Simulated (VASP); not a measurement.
Calculation: PBE GGA with D3 dispersion (Becke-Johnson damping), VASP's PBE PAW potentials (set 64) (plane waves; VASP).

Input for VASP

File POSCAR:
```
MgS
1
    0.0000000000     2.6000000000     2.6000000000
    2.6000000000     0.0000000000     2.6000000000
    2.6000000000     2.6000000000     0.0000000000
Mg S
1 1
Direct
  0.0000000000   0.0000000000   0.0000000000
  0.5000000000   0.5000000000   0.5000000000
```

**KPOINTS**
```
Regular mesh
0
Gamma
8 8 8
```

### INCAR
```
SYSTEM = MgS
PREC = Accurate
ENCUT = 520
EDIFF = 1E-6
NELM = 100
ALGO = Normal
LREAL = .FALSE.
LASPH = .TRUE.
ISMEAR = 0
SIGMA = 0.05
GGA = PE
IVDW = 12
LWAVE = .FALSE.
LCHARG = .FALSE.
IBRION = 2
ISIF = 3
NSW = 60
EDIFFG = -0.01
```

POTCAR, in this order: Mg S (PBE.64 set). Program: vasp_std.

Output

### OSZICAR
```
       N       E                     dE             d eps       ncg     rms          rms(c)
DAV:   1     0.235925294855E+02    0.23593E+02   -0.37977E+03   488   0.820E+02
DAV:   2    -0.791215905206E+01   -0.31505E+02   -0.30394E+02   632   0.109E+02
DAV:   3    -0.890239293346E+01   -0.99023E+00   -0.99023E+00   584   0.263E+01
DAV:   4    -0.890624030164E+01   -0.38474E-02   -0.38474E-02   728   0.191E+00
DAV:   5    -0.890624968006E+01   -0.93784E-05   -0.93784E-05   600   0.666E-02    0.442E+00
DAV:   6    -0.854234672894E+01    0.36390E+00   -0.93676E-01   504   0.481E+00    0.348E+00
DAV:   7    -0.850153143479E+01    0.40815E-01   -0.23726E-01   608   0.260E+00    0.231E+00
DAV:   8    -0.850161180570E+01   -0.80371E-04   -0.13259E-02   552   0.976E-01    0.891E-01
DAV:   9    -0.850143452764E+01    0.17728E-03   -0.53115E-04   568   0.189E-01    0.273E-01
DAV:  10    -0.850147344345E+01   -0.38916E-04   -0.14386E-04   648   0.794E-02    0.148E-02
DAV:  11    -0.850147083623E+01    0.26072E-05   -0.21295E-05   544   0.240E-02    0.988E-03
DAV:  12    -0.850147085202E+01   -0.15783E-07   -0.40015E-07   296   0.562E-03
   1 F= -.92137461E+01 E0= -.92137461E+01  d E =-.921375E+01
       N       E                     dE             d eps       ncg     rms          rms(c)
DAV:   1    -0.851834083411E+01   -0.16870E-01   -0.78182E-01   536   0.587E+00    0.164E+00
DAV:   2    -0.848551039313E+01    0.32830E-01   -0.91091E-02   480   0.164E+00    0.522E-01
DAV:   3    -0.848168121732E+01    0.38292E-02   -0.20916E-02   496   0.811E-01    0.391E-01
DAV:   4    -0.848165283536E+01    0.28382E-04   -0.14667E-04   536   0.108E-01    0.349E-01
DAV:   5    -0.848158158762E+01    0.71248E-04   -0.10388E-04   496   0.875E-02    0.757E-02
DAV:   6    -0.848157654254E+01    0.50451E-05   -0.16167E-06   576   0.123E-02    0.273E-02
DAV:   7    -0.848157613003E+01    0.41251E-06   -0.51257E-08   248   0.227E-03
   2 F= -.92209205E+01 E0= -.92209205E+01  d E =-.717435E-02
       N       E                     dE             d eps       ncg     rms          rms(c)
DAV:   1    -0.848841296234E+01   -0.68364E-02   -0.26899E-02   536   0.107E+00    0.290E-01
DAV:   2    -0.848727683407E+01    0.11361E-02   -0.32072E-03   472   0.309E-01    0.964E-02
DAV:   3    -0.848714153932E+01    0.13529E-03   -0.72955E-04   496   0.151E-01    0.642E-02
DAV:   4    -0.848713880407E+01    0.27352E-05   -0.54711E-06   552   0.207E-02    0.566E-02
DAV:   5    -0.848713026066E+01    0.85434E-05   -0.32320E-06   512   0.154E-02    0.104E-02
DAV:   6    -0.848713071316E+01   -0.45250E-06   -0.48426E-08   256   0.219E-03
   3 F= -.92213327E+01 E0= -.92213327E+01  d E =-.758655E-02
```

File OUTCAR:
```
------------------------ aborting loop because EDIFF is reached ----------------------------------------
 Edisp (eV)   -0.73420
  FORCE on cell =-STRESS in cart. coord.  units (eV):
  Direction    XX          YY          ZZ          XY          YZ          ZX
  --------------------------------------------------------------------------------------
  Total       0.00044     0.00044     0.00044    -0.00000     0.00000     0.00000
  in kB       0.02084     0.02084     0.02084    -0.00000     0.00000     0.00000
  external pressure =        0.02 kB  Pullay stress =        0.00 kB
  volume of cell :       34.12
      direct lattice vectors                 reciprocal lattice vectors
    -0.000000000  2.574324822  2.574324822    -0.194225684  0.194225684  0.194225684
     2.574324822 -0.000000000  2.574324822     0.194225684 -0.194225684  0.194225684
     2.574324822  2.574324822 -0.000000000     0.194225684  0.194225684 -0.194225684
 POSITION                                       TOTAL-FORCE (eV/Angst)
 -----------------------------------------------------------------------------------
      0.00000      0.00000      0.00000        -0.000000      0.000000      0.000000
      2.57432      2.57432      2.57432         0.000000     -0.000000     -0.000000
 -----------------------------------------------------------------------------------
    total drift:                                0.000000      0.000000      0.000000
  FREE ENERGIE OF THE ION-ELECTRON SYSTEM (eV)
  ---------------------------------------------------
  free  energy   TOTEN  =        -9.2213326633 eV

  energy  without entropy=       -9.2213326633  energy(sigma->0) =       -9.22133266

 reached required accuracy - stopping structural energy minimisation
```
(Selected blocks of OUTCAR.)

### CONTCAR
```
MgS
   1.00000000000000
    -0.0000000000000000    2.5743248217435584    2.5743248217435584
     2.5743248217435584   -0.0000000000000000    2.5743248217435584
     2.5743248217435584    2.5743248217435584   -0.0000000000000000
  Mg              S
     1     1
Direct
     0.0000000000000000    0.0000000000000000    0.0000000000000000
     0.5000000000000000    0.5000000000000000    0.5000000000000000
```

Energy and stress use the plane-wave basis of the starting cell.

The compound is MgS in the rock salt structure. This run relaxes it. Symmetry was kept, so distortions that lower it aren't found.
